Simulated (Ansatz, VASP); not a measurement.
# Cross-check of Ba3Mg3Cr2P18O54 between VASP and Ansatz

One calculation is typed for both programs; each brings its own data sets. How far apart do they land? The structure shown is frame 43 of Ansatz's trajectory.

Calculated with Ansatz 0.2.0; plane waves, with VASP 6.6.1 beside it; single point at PBE.

## Step 1: The structure

The cell holds 80 atoms: 18 P, 3 Mg, 3 Ba, 2 Cr and 54 O. Its edges and angles: a = 10.568 Å, b = 10.568 Å, c = 10.568 Å, α = 90.0°, β = 90.0°, γ = 90.0°. As first built, before any earlier steps moved the atoms (in the runner's words): 80 atoms (18 P, 3 Mg, 3 Ba, 2 Cr, 54 O) placed at random at 2.94 g/cm^3, melted at 4000 K for 10 ps at fixed volume with the Morse and Coulomb pair potential with partial charges (Pedone, Malavasi, Menziani, Cormack and Segre, J. Phys. Chem. B 110, 11780 (2006)). Snapshot at the end of a hold of 10 ps at 1800 K and zero pressure.

## Step 2: Ansatz: dynamics, PBE

Ansatz runs on its default PAW (the set named soft_2) files.

One frame of this run of dynamics is then solved in both programs, so the motion causes no difference.

Contents of input.yaml:

```yaml
crystal:
  lattice:
    - [10.56752, 0.0, 0.0]
    - [0.0, 10.56752, 0.0]
    - [0.0, 0.0, 10.56752]
  atoms:
    - { symbol: P, position: [0.26023, 0.19572, 0.69817] }
    - { symbol: P, position: [0.86695, 0.83309, 0.45907] }
    - { symbol: P, position: [0.70477, 0.31244, 0.2985] }
    - { symbol: P, position: [0.07957, 0.41155, 0.63292] }
    - { symbol: P, position: [0.32062, 0.21475, 0.98282] }
    - { symbol: P, position: [0.63504, 0.69899, 0.87586] }
    - { symbol: P, position: [0.66154, 0.63557, 0.57271] }
    - { symbol: P, position: [0.67669, 0.11396, 0.75431] }
    - { symbol: P, position: [0.17412, 0.87902, 0.70898] }
    - { symbol: P, position: [0.24008, 0.86321, 0.24149] }
    - { symbol: P, position: [0.14866, 0.60423, 0.82726] }
    - { symbol: P, position: [0.42816, 0.4767, 0.56221] }
    - { symbol: P, position: [0.65553, 0.88107, 0.187] }
    - { symbol: P, position: [0.52284, 0.19972, 0.50227] }
    - { symbol: P, position: [0.18378, 0.33453, 0.19439] }
    - { symbol: P, position: [0.48631, 0.93714, 0.4041] }
    - { symbol: P, position: [0.9718, 0.19198, 0.35581] }
    - { symbol: P, position: [0.90493, 0.98789, 0.15579] }
    - { symbol: Mg, position: [0.91328, 0.85459, 0.91994] }
    - { symbol: Mg, position: [0.57988, 0.38242, 0.94122] }
    - { symbol: Mg, position: [0.18953, 0.68406, 0.48505] }
    - { symbol: Ba, position: [0.93209, 0.63657, 0.26194] }
    - { symbol: Ba, position: [0.8449, 0.28399, 0.98739] }
    - { symbol: Ba, position: [0.43925, 0.56314, 0.11022] }
    - { symbol: Cr, position: [0.43319, 0.92569, 0.93455], spin: -3.0 }
    - { symbol: Cr, position: [0.97168, 0.07907, 0.66012], spin: 3.0 }
    - { symbol: O, position: [0.6756, 0.24386, 0.17574] }
    - { symbol: O, position: [0.12925, 0.52678, 0.69946] }
    - { symbol: O, position: [0.63062, 0.55759, 0.91444] }
    - { symbol: O, position: [0.98009, 0.15609, 0.49392] }
    - { symbol: O, position: [0.19666, 0.73424, 0.77585] }
    - { symbol: O, position: [0.62617, 0.24334, 0.82685] }
    - { symbol: O, position: [0.4767, 0.08117, 0.44454] }
    - { symbol: O, position: [0.44718, 0.43699, 0.69669] }
    - { symbol: O, position: [0.60696, 0.99445, 0.78825] }
    - { symbol: O, position: [0.62025, 0.25442, 0.40051] }
    - { symbol: O, position: [0.38021, 0.08885, 0.01847] }
    - { symbol: O, position: [0.10934, 0.24986, 0.30189] }
    - { symbol: O, position: [0.45902, 0.34233, 0.49684] }
    - { symbol: O, position: [0.22533, 0.7337, 0.30968] }
    - { symbol: O, position: [0.74967, 0.97775, 0.14526] }
    - { symbol: O, position: [0.35713, 0.91803, 0.32807] }
    - { symbol: O, position: [0.93162, 0.85344, 0.11841] }
    - { symbol: O, position: [0.62505, 0.15726, 0.61293] }
    - { symbol: O, position: [0.27367, 0.83164, 0.10806] }
    - { symbol: O, position: [0.95365, 0.0505, 0.03103] }
    - { symbol: O, position: [0.0257, 0.62243, 0.87779] }
    - { symbol: O, position: [0.73638, 0.73362, 0.48493] }
    - { symbol: O, position: [0.8526, 0.87825, 0.32798] }
    - { symbol: O, position: [0.3053, 0.38965, 0.26073] }
    - { symbol: O, position: [0.72896, 0.51594, 0.57343] }
    - { symbol: O, position: [0.28902, 0.93632, 0.79291] }
    - { symbol: O, position: [0.75474, 0.768, 0.89524] }
    - { symbol: O, position: [0.60798, 0.93919, 0.32053] }
    - { symbol: O, position: [0.4999, 0.85689, 0.51704] }
    - { symbol: O, position: [0.53532, 0.90544, 0.10207] }
    - { symbol: O, position: [0.84324, 0.27704, 0.33804] }
    - { symbol: O, position: [0.20982, 0.245, 0.08045] }
    - { symbol: O, position: [0.93765, 0.10959, 0.25113] }
    - { symbol: O, position: [0.53567, 0.57943, 0.51385] }
    - { symbol: O, position: [0.9857, 0.34897, 0.73596] }
    - { symbol: O, position: [0.51815, 0.77646, 0.90874] }
    - { symbol: O, position: [0.64698, 0.66662, 0.71744] }
    - { symbol: O, position: [0.24988, 0.53244, 0.90641] }
    - { symbol: O, position: [0.1215, 0.94252, 0.26039] }
    - { symbol: O, position: [0.05098, 0.4271, 0.49909] }
    - { symbol: O, position: [0.19292, 0.31319, 0.62443] }
    - { symbol: O, position: [0.97294, 0.73684, 0.48029] }
    - { symbol: O, position: [0.19822, 0.85751, 0.57296] }
    - { symbol: O, position: [0.84973, 0.93997, 0.53607] }
    - { symbol: O, position: [0.03902, 0.9106, 0.7509] }
    - { symbol: O, position: [0.16147, 0.0891, 0.66448] }
    - { symbol: O, position: [0.68242, 0.45485, 0.27652] }
    - { symbol: O, position: [0.66526, 0.74454, 0.19236] }
    - { symbol: O, position: [0.28735, 0.2181, 0.8384] }
    - { symbol: O, position: [0.81378, 0.13666, 0.74088] }
    - { symbol: O, position: [0.42924, 0.3146, 3.0e-05] }
    - { symbol: O, position: [0.38737, 0.19037, 0.64067] }
    - { symbol: O, position: [0.30774, 0.54778, 0.54237] }
    - { symbol: O, position: [0.09828, 0.43518, 0.158] }
magnetization:
  spin_polarized: true
kpoints:
  mp_grid: { grid: [1, 1, 1] }
hamiltonian:
  xc: pbe
scf:
  occupations: { method: gaussian, width: 0.05 }
  lower_state_search: "off"
output:
  forces: true
  stress: true
md:
  timestep: 1.0
  n_steps: 130
  ensemble: nvt_langevin
  temperature: 300
  initial_velocities: maxwell_boltzmann
  seed: 6161
```

Launch:

```sh
ansatz run input.yaml --threads 8 --pin off --max-ram 15872MiB --backend cpu --events-out ev --progress --plain --runs-dir out
```

Numbers of over 12 decimals in the logs are rounded to 6 here.

The program printed:

```text
Warning: md: disabling space-group detection — thermal motion breaks the input geometry's symmetry, so no spatial operation reduces the k-mesh or symmetrises the density; time reversal is kept, so that k and −k are solved as one point where they differ and the mesh holds both, and exact exchange and, on two spinor components, a DFT+U term hold to it where the run has them: on two components no moment then forms, and  [...]
Warning: output.stress: scf.convergence.dr2_threshold = 1e-7 eV (the SCF's general default) is looser than the 8e-9 eV advised for a printed stress (1e-10 eV for each atom of the cell: 80). What an SCF threshold leaves in a stress goes as its square root, and in the free energy as the threshold itself, and one threshold admits the most on a small cell: [figures from the program's tests cut] Set scf.convergence.dr2_threshold to 8e-9 eV or tighter. The threshold is an SCF's pass mark: one that does not reach it within its budget of iterations ends unconverged, or closes short of it on a stop that the run arms, and scf.convergence.dr2_threshold's page says what that costs each kind of run
Engine: ansatz 0.2.0, aarch64-unknown-linux-gnu
Pseudopotentials: kind: paw
Pseudopotential: P, paw, valence charge 5, recommended cutoff 420 eV (normal), P.paw.azcp
Pseudopotential: Mg, paw, valence charge 10, recommended cutoff 420 eV (normal), Mg.paw.azcp
Pseudopotential: Ba, paw, valence charge 10, recommended cutoff 420 eV (normal), Ba.paw.azcp
Pseudopotential: Cr, paw, valence charge 14, recommended cutoff 420 eV (normal), Cr.paw.azcp
Pseudopotential: O, paw, valence charge 6, recommended cutoff 420 eV (normal), O.paw.azcp
Functional definition: PBE
  parameter kappa = 0.804
  parameter beta = 0.066725
  exchange = pbe_x(kappa = kappa, mu = beta*pi^2/3)
  correlation = pbe_c(beta = beta)
Crystal: 80 atoms, lattice volume = 1180.101 Å³
Basis set: ecut = 420 eV, 22983 PW (Γ), exchange–correlation on 144×144×144 points (8 copies of the dense FFT grid, shifted against one another)
Bands: 334, of which v1, the nominal top of the filled ones, is band 251 counted from 1 (250 counted from 0)
Symmetry: 1 space group operations
k-points: 1
Non-local potential: P, projectors of the file, l = 0: 2, l = 1: 2, l = 2: 2
Non-local potential: Mg, projectors of the file, l = 0: 3, l = 1: 2, l = 2: 1
Non-local potential: Ba, projectors of the file, l = 0: 3, l = 1: 2, l = 2: 2, l = 3: 2
Non-local potential: Cr, projectors of the file, l = 0: 3, l = 1: 2, l = 2: 3, l = 3: 1
Non-local potential: O, projectors of the file, l = 0: 2, l = 1: 2, l = 2: 1
PAW form: soft (Blöchl's): semilocal exchange-correlation on the pseudo side does not see the compensation charge
PAW one-centre angular grid: P, 110 points (default); XC on 64 Gauss nodes
PAW one-centre angular grid: Mg, 110 points (default); XC on 64 Gauss nodes
PAW one-centre angular grid: Ba, 194 points (default); XC on 64 Gauss nodes
PAW one-centre angular grid: Cr, 590 points (default); XC on 64 Gauss nodes
PAW one-centre angular grid: O, 110 points (default); XC on 64 Gauss nodes
Initial density: superposition of atomic densities (chi_scale 0.1, normalization cell, long waves 8 % of neutral atoms (reshape's long-wave potential 1.08 eV rms, cloud 2.81 Å wide))
Starting moments: Σ|m| = 6 μB on 2 of 80 sites
Initial wavefunctions: pseudopotential atomic-orbital guess
Functional: x = pbe(κ = 0.804, μ = 0.219515), c = pbe(β = 0.066725)
SCF iter   1: F=—  HF=-74698.095604 eV  |F-HF|=—  |Δ(HF+E_count)|=         —  Δρ=8.24e-2 (↑8.24e-2 ↓7.60e-2)  dr2=6.37e2  dr2_m=6.63e-1  M=0.496 μB ∫|m|=5.739 μB  β_m=0.30  ethr=3.10e-3  ⟨swp⟩=13.0  Hψ=4638  notcnv=0  defer=74
preconditioner: auto → Kerker (q_TF=auto, 2.366 Å⁻¹)  [metal: Δε(μ)=0.035 eV  Ē_g=13.069 eV  σ=0.050 eV  W_gap=0.38  n_scr=250 (ndim 8)  ℏωp=23.1 eV  f_vac=0.096  D(μ)=31.65/eV (n_scr^D=202)]
spin=Collinear: Kerker preconditioning applied to the charge; magnetization (m = ρ↑ − ρ↓) channel mixes plain (no charge-response kernel on spin).
SCF iter   2: F=—  HF=-74694.148978 eV  |F-HF|=—  |Δ(HF+E_count)|=    3.95e0  Δρ=7.76e-2 (↑7.76e-2 ↓7.74e-2)  dr2=4.42e2  dr2_m=1.08e1  M=0.000 μB ∫|m|=0.627 μB  β_m=0.30  ethr=3.10e-3  ⟨swp⟩=5.5  Hψ=1554  notcnv=0  defer=142
[...]
Magnetization: 0.2264 μB (251.1132 up, 250.8868 down)
Absolute magnetization: 6.4727 μB (∫|ρ↑−ρ↓|, with the PAW one-centre terms)
Spin contamination: 2.9541 ħ² per cell (⟨S²⟩ above its minimum at these occupations)
Per-site moments (μB) at R_I (Å): [(0.00201652, 0.612474), (0.000746323, 0.608570), (1.688814591201508e-5, 0.602296), (3.4644843286903126e-5, 0.617088), (-0.00117647, 0.609125), (-0.00102058, 0.641227), (-6.882724030285301e-5, 0.599225), (0.00153242, 0.620600), (-0.00164872, 0.608875), (-0.000750724, 0.597604), (-0.000121785, 0.602555), (-4.306078603270619e-6, 0.625722), (-0.00152846, 0.610720), (0.00015114, 0.637087 [...]
Free energy (F): -74656.494893 eV
Harris-Foulkes:  -74656.494893 eV  (|F-HF|=5.82e-10)
Internal energy: -74656.481320 eV  (E = F + TS)
E sigma→0 (E₀):  -74656.488107 eV
Entropy (-TS):   -0.013574 eV (-0.170 meV/atom)
Fermi energy:    4.164468 eV
--- Per-component energies (eV) ---
  E_band       = -4062.186726
  E_kinetic    = 12362.724746
  E_local      = -42606.382992  (includes V_loc(G=0)·N_el)
  E_nonlocal   = 3753.476671
  E_hartree    = 16137.036212
  E_xc         = -5991.010723
  E_vxc        = -7089.753934  (∫ρ·V_xc dr)
  E_paw        = -37747.540442  (= ΣΔE_a)
  E_vpaw       = -2756.459415  (= ΣTr[D̂ρ^β])
  E_aug_tail   = 0.135510  (compensation charges beyond the density's cutoff)
  E_ewald      = -20564.920302
  E_smearing   = -0.013574  (= −TS)
  E_closure    = 0.000000  (closes the sum)
  Σ components = -74656.494893   (vs F -74656.494893, Δ=0.00e0)
--- Forces (eV/Å), atoms counted from 1 ---
  atom   1  P     -1.31750246    -0.16320470     0.82640296
  atom   2  P     -1.85700894    -2.66545212    -0.43634517
  atom   3  P     -0.31895149    -1.14208387     0.31545336
  atom   4  P     -0.83693344    -0.18448237     0.36982891
  atom   5  P     -1.85984490    -0.06707472    -0.67581746
  atom   6  P      2.30404046    -0.29368144     1.88569716
  atom   7  P      2.13194358     0.90899467    -1.69177028
  atom   8  P      1.23042517     0.50159732     0.14400921
  atom   9  P      2.46854783    -0.24322562     2.48639795
  atom  10  P      0.25913517     0.18244489    -2.15304584
  atom  11  P     -0.20143025    -0.29117225    -2.41476765
  atom  12  P     -0.83154142    -0.80425695     0.12126416
  atom  13  P     -0.44453037     1.39776577     0.18942331
  atom  14  P      0.81194083    -0.20790441     2.39703068
  atom  15  P      0.01633315    -0.23144784     0.89472109
  atom  16  P      1.45483766     0.12212913    -2.87068852
  atom  17  P      0.87194643    -0.30843582    -1.13763531
  atom  18  P     -0.82769609     0.20772673     0.28644772
  atom  19  Mg    -0.76943359    -0.68339215    -0.20866660
  atom  20  Mg     0.59013304    -0.21465076    -0.98044112
  atom  21  Mg     0.47174441    -0.87038947    -0.11724697
  atom  22  Ba    -0.22039938    -0.82285373    -0.60974553
  atom  23  Ba    -0.63971583     0.04269836    -0.95528023
  atom  24  Ba    -0.17337403    -0.14335882    -0.35380913
[...]
atom  73  O      0.08436842     2.46118737    -0.47978974
  atom  74  O     -0.11379695    -0.92621040     0.23692916
  atom  75  O      1.19492712     1.14281182     0.55888651
  atom  76  O     -1.17501033    -0.33348051    -0.78702257
  atom  77  O     -1.33691680    -0.81494852     0.35205367
  atom  78  O     -0.93527145     0.07174009    -0.29644134
  atom  79  O      0.67884198    -0.42220565     1.12312757
  atom  80  O     -0.45823645     0.96967132    -0.36666773
  max |Σ_I F_I| component: 2.49e-5 eV/Å
--- Stress (GPa, compression-positive) ---
       -1.937883      -0.991786       0.355426
       -0.991785       0.157868       0.840465
        0.355425       0.840463      -1.591451
  P = ⅓ Tr σ = -1.1238 GPa (-11.238 kbar)
--- MD trajectory: 130 steps, t = 0.0 → 130.0 fs ---
  final state: T = 645.9 K   F+E_penalty+E_count = -74656.49489336 eV   E_kin = 6.679402 eV
```

(Continued in part 2 of 2.)

[Lines on the potential files, build, host, timing and source positions are cut from VASP's logs without a mark.]

[Logs are printed without paths, hosts, clocks, repeated set-up lines and the standing remarks that a program may print on its own settings, such as how far it seeks lower states.]

[Hosts, paths, dates, database ids (printed as entryN), source tags and the programs' standing remarks are cut or masked in the printed files.]
